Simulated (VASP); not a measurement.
## Mg6CrSi under changes of volume

One of the cells (19.544 Å³/atom); the others are scaled copies at fixed shape and fractional positions:

```
Cr Si Mg
1.0
     4.80276    0.00000    0.00000
     0.00000    3.08673    5.27335
     0.00000   -3.08673    5.27335
Cr Si Mg
1 1 6
Direct
  0.50000 0.67673 0.67673
  0.00000 0.82187 0.82187
  0.50000 0.16512 0.16512
  0.50000 0.66982 0.15852
  0.50000 0.15852 0.66982
  0.00000 0.33222 0.33222
  0.00000 0.83087 0.34485
  0.00000 0.34485 0.83087
```

The cell comes from a database or a generator and needn't be the stable form of this composition.

| Quantity | Value |
| --- | --- |
| Program | VASP 6.6.1 |
| Functional | PBE |
| Potentials or basis | VASP PAW PBE potentials, release 64 (Cr_pv, Si, Mg) |
| Cutoff | 520 eV |
| k mesh | 6 × 5 × 5 |
| Occupations | fermi-dirac, width 0.05 eV |
| Spin | collinear spin, ferromagnetic start |
| Starting moments | [3.0, 0.0, 0.0, 0.0, 0.0, 0.0, 0.0, 0.0] μB |

```tsv
volume (Å³/atom)	energy over the lowest point (meV/atom)	pressure (GPa)	moment (μB per cell)	largest force (eV/Å)
18.746	?	?	?	?
19.145	3.09	1.8	3.51	0.045
19.544	0.00	0.7	3.56	0.034
20.342	1.14	-1.1	3.63	0.064
20.741	4.90	-1.9	3.67	0.081
```

Problem. What does the run at 18.746 Å³/atom give?

Solution. Energy over the lowest point 8.96 meV/atom; pressure 2.9 GPa; moment 3.47 μB per cell; largest force 0.058 eV/Å.

Worked out: A Birch-Murnaghan fit of order 2 (a polynomial in V^(-2/3)) to the other rows has its minimum at 19.84 Å³/atom with B0 = V·E''(V) = 47 GPa at fixed shape and positions, which overstates the stiffness. It gives 8.96 meV/atom at 18.746 Å³/atom, against the run's 8.96, and -dE/dV = 3.0 GPa, against 2.9. A straight line through the other rows of the moment, of slope 0.0977 μB per Å³/atom, extrapolates to 3.48 μB, against the run's 3.47.

Energies are extrapolated to zero smearing.
